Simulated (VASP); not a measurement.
Output of a VASP run:

File OSZICAR:
```
       N       E                     dE             d eps       ncg     rms          rms(c)
DAV:   1     0.128373429077E+03    0.12837E+03   -0.11871E+04  2560   0.195E+03
DAV:   2    -0.946220097432E+00   -0.12932E+03   -0.12508E+03  2702   0.347E+02
DAV:   3    -0.515468933996E+01   -0.42085E+01   -0.41926E+01  2940   0.710E+01
DAV:   4    -0.518131094836E+01   -0.26622E-01   -0.26621E-01  2982   0.501E+00
DAV:   5    -0.518162934323E+01   -0.31839E-03   -0.31839E-03  3066   0.546E-01    0.748E+00
DAV:   6    -0.478097730224E+01    0.40065E+00   -0.14508E+00  2590   0.144E+01    0.488E+00
DAV:   7    -0.475817218146E+01    0.22805E-01   -0.31383E-02  3400   0.378E+00    0.266E+00
DAV:   8    -0.475023225794E+01    0.79399E-02   -0.10191E-02  3042   0.123E+00    0.146E-01
DAV:   9    -0.475026957147E+01   -0.37314E-04   -0.40916E-04  2794   0.228E-01    0.777E-02
DAV:  10    -0.475028135872E+01   -0.11787E-04   -0.46099E-05  3087   0.117E-01    0.164E-02
DAV:  11    -0.475028147449E+01   -0.11577E-06   -0.11887E-05  2933   0.819E-02    0.393E-03
DAV:  12    -0.475028142051E+01    0.53987E-07   -0.26252E-07  2614   0.110E-02
   1 F= -.57867884E+01 E0= -.57865353E+01  d E =-.759392E-03
```

**OUTCAR**
```
------------------------ aborting loop because EDIFF is reached ----------------------------------------
 Edisp (eV)   -1.03651
  FORCE on cell =-STRESS in cart. coord.  units (eV):
  Direction    XX          YY          ZZ          XY          YZ          ZX
  --------------------------------------------------------------------------------------
  Total      -1.37762    -1.37762    -1.37762    -0.00000     0.00000    -0.00000
  in kB     -67.30809   -67.30809   -67.30809    -0.00000     0.00000    -0.00000
  external pressure =      -67.31 kB  Pullay stress =        0.00 kB
  volume of cell :       32.79
      direct lattice vectors                 reciprocal lattice vectors
     3.200795424  0.000000000  0.000000000     0.312422341  0.000000000  0.000000000
     0.000000000  3.200795424  0.000000000     0.000000000  0.312422341  0.000000000
     0.000000000  0.000000000  3.200795424     0.000000000  0.000000000  0.312422341
 POSITION                                       TOTAL-FORCE (eV/Angst)
 -----------------------------------------------------------------------------------
      1.60040      1.60040      1.60040         0.000000      0.000000      0.000000
      0.00000      0.00000      0.00000         0.000000      0.000000      0.000000
 -----------------------------------------------------------------------------------
    total drift:                                0.000000      0.000000     -0.000000
  FREE ENERGIE OF THE ION-ELECTRON SYSTEM (eV)
  ---------------------------------------------------
  free  energy   TOTEN  =        -5.7867884487 eV

  energy  without entropy=       -5.7860290571  energy(sigma->0) =       -5.78653532
```
(Selected blocks of OUTCAR.)

### POSCAR
```
AuZn
1
    3.2007954236     0.0000000000     0.0000000000
    0.0000000000     3.2007954236     0.0000000000
    0.0000000000     0.0000000000     3.2007954236
Zn Au
1 1
Direct
  0.5000000000   0.5000000000   0.5000000000
  0.0000000000   0.0000000000   0.0000000000
```

Task: Reconstruct the remaining input files.

Result: Several could match; the one computed here: the input of the run itself, PBE GGA with D3 dispersion (Becke-Johnson damping), plane waves, VASP's PBE PAW potentials (set 64).

**INCAR**
```
GGA = PE   ! PBE
PREC = Accurate
ISIF = 2   ! forces and stress, cell fixed
ISMEAR = 1   ! Methfessel-Paxton
NELM = 100   ! most electronic steps
ENCUT = 520   ! plane-wave cut-off (eV)
SIGMA = 0.1   ! width (eV)
IVDW = 12   ! D3, Becke-Johnson
LREAL = .FALSE.
LASPH = .TRUE.   ! aspherical one-centre terms
ALGO = Normal   ! blocked Davidson
LCHARG = .FALSE.
EDIFF = 1E-7
LWAVE = .FALSE.
SYSTEM = AuZn
LMAXMIX = 6   ! l cut-off of mixed one-centre charges
```

File KPOINTS:
```
Automatic
0
gamma
12 12 12
0 0 0
```

POTCAR, in this order: Zn Au (PBE.64 set). Program: vasp_std.

The compound is AuZn in the CsCl type structure. This cell is one point of a volume scan, at 1.06 of the reference volume. The electron count is odd and the run is not spin-polarised, which forces a metal.
